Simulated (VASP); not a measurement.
A convergence study with VASP on MnF2 (rutile): a few settings are varied, all else stays as given below, so the limit is that of these other settings. The cell's lengths are 1 % over those of the tabulated start and one atom is moved, so it is off equilibrium.

```
CELL_PARAMETERS angstrom
      4.91870     0.00000     0.00000
      0.00000     4.91870     0.00000
      0.00000     0.00000     3.34310
ATOMIC_POSITIONS crystal
  Mn 0.00000 0.00000 0.00000
  Mn 0.50000 0.50000 0.50000
  F  0.30500 0.30500 0.00000
  F  0.80500 0.19500 0.50000
  F  0.19500 0.80500 0.50000
  F  0.70732 0.69500 0.00000
```
Starting moments (μB, in the order of the record's atoms Mn Mn F F F F): 5.0 -5.0 0.0 0.0 0.0 0.0.

Calculation: PBE GGA, VASP's PBE PAW potentials (set 64) (plane waves; VASP). The last row used: ADDGRID = .TRUE., 600 eV cut-off, 5×5×7 Γ-centred mesh, Gaussian smearing of 0.050 eV, potentials Mn_pv F.

Gaps are read on the run's mesh, which can miss a band edge.

```tsv
setting	E (eV/atom)	pressure (GPa)	largest force (eV/Å)	gap on the mesh (eV)	plane waves
ADDGRID = unset, ENCUT = 300, PREC = Low	[?]	[?]	[?]	2.204	962
ADDGRID = unset, ENCUT = 300, PREC = Normal	-6.6849	-64.01	0.366	2.203	962
ADDGRID = .TRUE., ENCUT = 300, PREC = Normal	-6.6846	-64.02	0.367	2.204	962
ADDGRID = .TRUE., ENCUT = 300, PREC = Accurate	-6.6811	-63.99	0.375	2.205	962
ADDGRID = unset, ENCUT = 400, PREC = Low	-6.5907	-9.31	0.309	2.183	1486
ADDGRID = unset, ENCUT = 400, PREC = Normal	-6.5867	-9.26	0.289	2.180	1486
ADDGRID = .TRUE., ENCUT = 400, PREC = Normal	-6.5864	-9.25	0.290	2.180	1486
ADDGRID = .TRUE., ENCUT = 400, PREC = Accurate	-6.5824	-9.51	0.296	2.180	1486
ADDGRID = unset, ENCUT = 500, PREC = Low	-6.5777	-0.29	0.323	2.181	2068
ADDGRID = unset, ENCUT = 500, PREC = Normal	-6.5726	-0.32	0.305	2.181	2068
ADDGRID = .TRUE., ENCUT = 500, PREC = Normal	[?]	[?]	0.307	2.181	2068
ADDGRID = .TRUE., ENCUT = 500, PREC = Accurate	-6.5723	-0.34	0.307	2.180	2068
ADDGRID = unset, ENCUT = 600, PREC = Low	-6.5787	-0.20	0.322	2.182	2716
ADDGRID = unset, ENCUT = 600, PREC = Normal	-6.5737	-0.18	0.307	2.181	2716
ADDGRID = .TRUE., ENCUT = 600, PREC = Normal	-6.5737	-0.20	0.306	2.181	2716
ADDGRID = .TRUE., ENCUT = 600, PREC = Accurate	-6.5736	-0.20	0.306	2.181	2716
```

Problem. Fill in the missing entries.

Solution. 
- ADDGRID = unset, ENCUT = 300, PREC = Low, E (eV/atom): -6.6890
- ADDGRID = unset, ENCUT = 300, PREC = Low, pressure (GPa): -64.06
- ADDGRID = unset, ENCUT = 300, PREC = Low, largest force (eV/Å): 0.381
- ADDGRID = .TRUE., ENCUT = 500, PREC = Normal, E (eV/atom): -6.5725
- ADDGRID = .TRUE., ENCUT = 500, PREC = Normal, pressure (GPa): -0.31

Left out are rungs that failed or repeat a setting and relaxations that didn't move; long series are thinned to 24 rows.

The compound is MnF2 in the rutile structure. The cell was not relaxed at this level, it is distorted from the ideal structure. The spin order is the one that the start imposed; others were not tried in this run.
